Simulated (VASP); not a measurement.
Computed with PBEsol GGA, VASP's PBE PAW potentials (set 64) (plane waves; VASP 6.6.1).

Input for VASP

File POSCAR:
```
Hf
1
    1.5785036736    -2.7340485257     0.0000000000
    1.5785036736     2.7340485257     0.0000000000
    0.0000000000     0.0000000000     4.9915691177
Hf
2
Direct
  0.3333330000   0.6666670000   0.2500000000
  0.6666670000   0.3333330000   0.7500000000
```

INCAR:
```
PSTRESS = 50   ! kbar
ISMEAR = 1
IBRION = 2   ! conjugate gradients
ALGO = Normal   ! blocked Davidson
SYSTEM = Hf
LCHARG = F
NELM = 100
EDIFFG = -0.02   ! ionic stop
LASPH = T   ! aspherical one-centre terms
EDIFF = 1E-6   ! SCF stop (eV)
PREC = Accurate
NSW = 40   ! most ionic steps
LMAXMIX = 6   ! l cut-off of mixed one-centre charges
ISIF = 3   ! ions, shape and volume
LREAL = F   ! projection in real space or not
ENCUT = 500   ! plane-wave cut-off (eV)
LWAVE = F
SIGMA = 0.1
GGA = PS   ! PBEsol
```

File KPOINTS:
```
Automatic mesh
0
Gamma
13 13 7
0 0 0
```

POTCAR, in this order: Hf_pv (PBE.64 set). Program: vasp_std.

The resulting files:

**OSZICAR**
```
       N       E                     dE             d eps       ncg     rms          rms(c)
DAV:   1     0.461926159953E+02    0.46193E+02   -0.11605E+04  2360   0.133E+03
DAV:   2    -0.197295917336E+02   -0.65922E+02   -0.64733E+02  2946   0.267E+02
DAV:   3    -0.217407514281E+02   -0.20112E+01   -0.19796E+01  3144   0.309E+01
DAV:   4    -0.217584356734E+02   -0.17684E-01   -0.17669E-01  2718   0.365E+00
DAV:   5    -0.217586952760E+02   -0.25960E-03   -0.25958E-03  3224   0.355E-01    0.674E+01
DAV:   6    -0.212096388156E+02    0.54906E+00   -0.50168E-01  2478   0.536E+00    0.398E+01
DAV:   7    -0.210145281136E+02    0.19511E+00   -0.82759E-01  2540   0.661E+00    0.201E+00
DAV:   8    -0.210047458013E+02    0.97823E-02   -0.54471E-02  2622   0.180E+00    0.356E-01
DAV:   9    -0.210048483055E+02   -0.10250E-03   -0.11748E-03  3312   0.273E-01    0.212E-01
DAV:  10    -0.210048397672E+02    0.85383E-05   -0.46002E-05  2682   0.560E-02    0.257E-01
DAV:  11    -0.210048401008E+02   -0.33361E-06   -0.54590E-06  2946   0.186E-02
   1 F= -.19660286E+02 E0= -.19660031E+02  d E =-.196603E+02
       N       E                     dE             d eps       ncg     rms          rms(c)
DAV:   1    -0.216467649656E+02   -0.64193E+00   -0.19821E+01  2352   0.398E+01    0.104E+01
DAV:   2    -0.210565693951E+02    0.59020E+00   -0.11434E+00  2382   0.931E+00    0.302E+00
DAV:   3    -0.208672094982E+02    0.18936E+00   -0.38252E-01  2394   0.503E+00    0.165E+00
DAV:   4    -0.208521427839E+02    0.15067E-01   -0.32413E-02  2744   0.149E+00    0.143E+00
DAV:   5    -0.208497887154E+02    0.23541E-02   -0.52842E-03  2778   0.479E-01    0.210E-01
DAV:   6    -0.208498342581E+02   -0.45543E-04   -0.20317E-04  3158   0.105E-01    0.633E-02
DAV:   7    -0.208498247022E+02    0.95560E-05   -0.52314E-06  2772   0.177E-02    0.132E-02
DAV:   8    -0.208498246626E+02    0.39569E-07   -0.18765E-07  1656   0.352E-03
   2 F= -.19630219E+02 E0= -.19629992E+02  d E =0.300665E-01
       N       E                     dE             d eps       ncg     rms          rms(c)
DAV:   1    -0.212527220627E+02   -0.40290E+00   -0.68615E+00  2352   0.234E+01    0.666E+00
DAV:   2    -0.210510078853E+02    0.20171E+00   -0.43353E-01  2406   0.555E+00    0.180E+00
DAV:   3    -0.209885366679E+02    0.62471E-01   -0.10865E-01  2406   0.257E+00    0.770E-01
DAV:   4    -0.209800981766E+02    0.84385E-02   -0.18852E-02  2622   0.111E+00    0.641E-01
DAV:   5    -0.209795250924E+02    0.57308E-03   -0.15678E-03  2940   0.249E-01    0.129E-01
DAV:   6    -0.209795287302E+02   -0.36378E-05   -0.67883E-05  2868   0.607E-02    0.524E-02
DAV:   7    -0.209795267116E+02    0.20186E-05   -0.29783E-06  2878   0.131E-02    0.111E-02
DAV:   8    -0.209795266959E+02    0.15706E-07   -0.41381E-08  1542   0.152E-03
   3 F= -.19687290E+02 E0= -.19686980E+02  d E =-.270043E-01
       N       E                     dE             d eps       ncg     rms          rms(c)
DAV:   1    -0.209785502630E+02    0.97645E-03   -0.13166E-03  2388   0.322E-01    0.872E-02
DAV:   2    -0.209785108458E+02    0.39417E-04   -0.80263E-05  2454   0.762E-02    0.244E-02
DAV:   3    -0.209784987140E+02    0.12132E-04   -0.22580E-05  2472   0.375E-02    0.115E-02
DAV:   4    -0.209784974822E+02    0.12318E-05   -0.30147E-06  2296   0.143E-02    0.973E-03
DAV:   5    -0.209784977819E+02   -0.29974E-06   -0.39134E-07  1308   0.471E-03
   4 F= -.19687294E+02 E0= -.19686985E+02  d E =-.270077E-01
       N       E                     dE             d eps       ncg     rms          rms(c)
DAV:   1    -0.209789525835E+02   -0.45510E-03   -0.36348E-02  2352   0.159E+00    0.170E-01
DAV:   2    -0.209785305424E+02    0.42204E-03   -0.59773E-04  3084   0.194E-01    0.786E-02
DAV:   3    -0.209784052587E+02    0.12528E-03   -0.14404E-04  3084   0.849E-02    0.638E-02
DAV:   4    -0.209783848238E+02    0.20435E-04   -0.46917E-05  3186   0.499E-02    0.283E-02
DAV:   5    -0.209783849332E+02   -0.10938E-06   -0.26681E-06  2138   0.124E-02
   5 F= -.19687456E+02 E0= -.19687155E+02  d E =-.162182E-03
```

**OUTCAR**
```
------------------------ aborting loop because EDIFF is reached ----------------------------------------
  FORCE on cell =-STRESS in cart. coord.  units (eV):
  Direction    XX          YY          ZZ          XY          YZ          ZX
  --------------------------------------------------------------------------------------
  Total        1.2902337      1.2902337      1.3200770     -0.0000000     -0.0000000      0.0000000
  in kB       49.9730627     49.9730612     51.1289459     -0.0000000     -0.0000000      0.0000000
  external PRESSURE =       0.3583566 kB  Pullay stress =      50.0000000 kB
  volume of cell :       41.37
      direct lattice vectors                 reciprocal lattice vectors
     1.555708769 -2.694566591  0.000000000     0.321396916 -0.185558598 -0.000000000
     1.555708769  2.694566591  0.000000000     0.321396916  0.185558598 -0.000000000
     0.000000000 -0.000000000  4.933961890     0.000000000  0.000000000  0.202676880
 POSITION                                       TOTAL-FORCE (eV/Angst)
 -----------------------------------------------------------------------------------
      1.55571      0.89819      1.23349         0.000000     -0.000000      0.000000
      1.55571     -0.89819      3.70047        -0.000000      0.000000      0.000000
 -----------------------------------------------------------------------------------
    total drift:                               -0.000003      0.000171     -0.000015
  FREE ENERGIE OF THE ION-ELECTRON SYSTEM (eV)
  ---------------------------------------------------
  free  energy   TOTEN  =       -20.9783849332 eV

  energy  without entropy=      -20.9774817003  energy(sigma->0) =      -20.97808386
  enthalpy is  TOTEN    =       -19.6874557205 eV   P V=        1.2909292127

 reached required accuracy - stopping structural energy minimisation
```
(Selected blocks of OUTCAR.)

**CONTCAR**
```
Hf
   1.00000000000000
     1.5557087687287579   -2.6945665908811671    0.0000000000000000
     1.5557087687287579    2.6945665908811671    0.0000000000000000
     0.0000000000000000   -0.0000000000000000    4.9339618898002620
  Hf
     2
Direct
     0.3333330000000032    0.6666669999999968    0.2500000000000000
     0.6666669999999968    0.3333330000000032    0.7500000000000000
```

OUTCAR:
```
 val. band max:        5.3224396137   @ k =   0.3846   0.2308   0.2857

 cond. band min:       5.3432915203   @ k =   0.3846   0.2308   0.4286


 Fermi energy:         5.3295892564

 k-point     1 :       0.0000    0.0000    0.0000
  band No.  band energies     occupation
      1     -25.6779      2.00000
      2     -24.7160      2.00000
      3     -24.7160      2.00000
      4     -24.5537      2.00000
      5     -24.5537      2.00000
      6     -24.5513      2.00000
      7      -2.3381      2.00000
      8       1.3382      2.00000
      9       6.2704     -0.00000
     10       6.4956     -0.00000
     11       6.4956     -0.00000
     12       6.7796     -0.00000
     13       7.4004      0.00000
     14       7.4004      0.00000

 k-point     2 :       0.0769    0.0000    0.0000
  band No.  band energies     occupation
      1     -25.6579      2.00000
      2     -24.7598      2.00000
      3     -24.7306      2.00000
      4     -24.6000      2.00000
      5     -24.5603      2.00000
      6     -24.5594      2.00000
      7      -2.1402      2.00000
      8       1.5328      2.00000
      9       5.9761     -0.00000
     10       6.0003     -0.00000
     11       6.6823     -0.00000
     12       7.1251     -0.00000
     13       7.2234     -0.00000
     14       7.5781      0.00000

 k-point     3 :       0.1538   -0.0000    0.0000
  band No.  band energies     occupation
      1     -25.6004      2.00000
      2     -24.8810      2.00000
      3     -24.7696      2.00000
      4     -24.7249      2.00000
      5     -24.5875      2.00000
      6     -24.5761      2.00000
      7      -1.5747      2.00000
      8       2.0576      2.00000
      9       5.2537      1.95728
     10       5.3072      1.36860
     11       6.6589     -0.00000
     12       7.2337     -0.00000
     13       7.4137      0.00000
     14       7.4879      0.00000

 k-point     4 :       0.2308    0.0000    0.0000
  band No.  band energies     occupation
...
```

Energy and stress use the plane-wave basis of the starting cell. Unless said otherwise, spin-orbit coupling is left out, though it shifts the bands of the heavy elements here.

The compound is Hf in the hcp structure. This run relaxes it under an external pressure of 5 GPa. Symmetry was kept, so distortions that lower it aren't found.
